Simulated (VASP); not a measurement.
A VASP calculation is set up with these files.

**INCAR**
```
SYSTEM = TiN
PREC = Accurate
ENCUT = 520
EDIFF = 1E-6
NELM = 100
ALGO = Normal
LREAL = .FALSE.
LASPH = .TRUE.
ISMEAR = 1
SIGMA = 1.0
GGA = PE
LMAXMIX = 4
LWAVE = .FALSE.
LCHARG = .FALSE.
ISIF = 2
```

File KPOINTS:
```
Automatic mesh
0
Gamma
11 11 11
0 0 0
```

### POSCAR
```
TiN
1
    0.0000000000     2.1200000000     2.1200000000
    2.1200000000     0.0000000000     2.1200000000
    2.1200000000     2.1200000000     0.0000000000
Ti N
1 1
Direct
  0.0000000000   0.0000000000   0.0000000000
  0.5000000000   0.5000000000   0.5000000000
```

POTCAR, in this order: Ti_sv N (PBE.64 set). Program: vasp_std.

The run wrote:

### standard output
```
 POSCAR found type information on POSCAR TiN
 POSCAR found :  2 types and       2 ions
 Reading from existing POTCAR
 Reading from existing POTCAR
 LDA part: xc-table for (Slater+PW92), standard interpolation
 POSCAR, INCAR and KPOINTS ok, starting setup
 WAVECAR not read
 entering main loop
       N       E                     dE             d eps       ncg     rms          rms(c)
DAV:   1     0.142070850315E+03    0.14207E+03   -0.87715E+03  1344   0.167E+03
DAV:   2    -0.115947837726E+02   -0.15367E+03   -0.14751E+03  1412   0.419E+02
DAV:   3    -0.241669144702E+02   -0.12572E+02   -0.12225E+02  1668   0.117E+02
DAV:   4    -0.247928329757E+02   -0.62592E+00   -0.62247E+00  1852   0.250E+01
DAV:   5    -0.248091227805E+02   -0.16290E-01   -0.16293E-01  1760   0.351E+00    0.185E+01
DAV:   6    -0.199365810719E+02    0.48725E+01   -0.31840E+01  1648   0.715E+01    0.667E+00
DAV:   7    -0.196567288840E+02    0.27985E+00   -0.33696E+00  1592   0.235E+01    0.486E+00
DAV:   8    -0.197157941561E+02   -0.59065E-01   -0.10577E+00  1508   0.149E+01    0.348E+00
DAV:   9    -0.196295676957E+02    0.86226E-01   -0.23116E-01  1472   0.736E+00    0.113E+00
DAV:  10    -0.196255785686E+02    0.39891E-02   -0.74932E-02  1452   0.401E+00    0.541E-01
DAV:  11    -0.196241447709E+02    0.14338E-02   -0.71290E-03  1544   0.117E+00    0.142E-01
DAV:  12    -0.196240457797E+02    0.98991E-04   -0.10478E-03  1800   0.511E-01    0.392E-02
DAV:  13    -0.196240368040E+02    0.89757E-05   -0.14730E-04  1700   0.177E-01    0.149E-02
DAV:  14    -0.196240361067E+02    0.69729E-06   -0.75839E-06  1548   0.362E-02

 -----------------------------------------------------------------------------
|                                                                             |
|               ----> ADVICE to this user running VASP <----                  |
|                                                                             |
|     Your highest band is occupied at some k-points! Unless you are          |
|     performing a calculation for an insulator or semiconductor, without     |
|     unoccupied bands, you have included TOO FEW BANDS!! Please increase     |
|     the parameter NBANDS in file INCAR to ensure that the highest band      |
|     is unoccupied at all k-points. It is always recommended to include      |
|     a few unoccupied bands to accelerate the convergence of                 |
|     molecular-dynamics runs (even for insulators or semiconductors),        |
|     since the presence of unoccupied bands improves wavefunction            |
|     prediction and helps to suppress 'band-crossings'.                      |
|                                                                             |
 -----------------------------------------------------------------------------

   1 F= -.19624036E+02 E0= -.19641506E+02  d E =0.524090E-01
```

File OUTCAR:
```
------------------------ aborting loop because EDIFF is reached ----------------------------------------
  FORCE on cell =-STRESS in cart. coord.  units (eV):
  Direction    XX          YY          ZZ          XY          YZ          ZX
  --------------------------------------------------------------------------------------
  Total        0.1362137      0.1362137      0.1362137      0.0000000      0.0000000      0.0000000
  in kB       11.4523293     11.4523293     11.4523293      0.0000000      0.0000000      0.0000000
  external PRESSURE =      11.4523293 kB  Pullay stress =       0.0000000 kB
  volume of cell :       19.06
      direct lattice vectors                 reciprocal lattice vectors
     0.000000000  2.120000000  2.120000000    -0.235849057  0.235849057  0.235849057
     2.120000000  0.000000000  2.120000000     0.235849057 -0.235849057  0.235849057
     2.120000000  2.120000000  0.000000000     0.235849057  0.235849057 -0.235849057
 POSITION                                       TOTAL-FORCE (eV/Angst)
 -----------------------------------------------------------------------------------
      0.00000      0.00000      0.00000         0.000000      0.000000     -0.000000
      2.12000      2.12000      2.12000        -0.000000     -0.000000      0.000000
 -----------------------------------------------------------------------------------
    total drift:                                0.000000     -0.000000     -0.000000
  FREE ENERGIE OF THE ION-ELECTRON SYSTEM (eV)
  ---------------------------------------------------
  free  energy   TOTEN  =       -19.6240361067 eV

  energy  without entropy=      -19.6764451319  energy(sigma->0) =      -19.64150578
```
(Selected blocks of OUTCAR.)

Question: From input and log, find the fault in this run and mend it.

Answer: The cause: SIGMA is far too large. The run ends without an error. Against the sound run, the energy per atom (σ→0) decreases by 0.007 eV/atom; the pressure falls by 0.68 GPa. To mend it, set SIGMA = 0.1.

The mended run (PBE GGA, plane waves, VASP's PBE PAW potentials (set 64)) converges, and its OSZICAR ends with
```
   1 F= -.19627626E+02 E0= -.19627128E+02  d E =-.149262E-02
```

The compound is TiN in the rock salt structure. The cell was not relaxed at this level. The electron count is odd and the run is not spin-polarised, which forces a metal. VASP warned that the highest band is occupied, so more bands are needed.
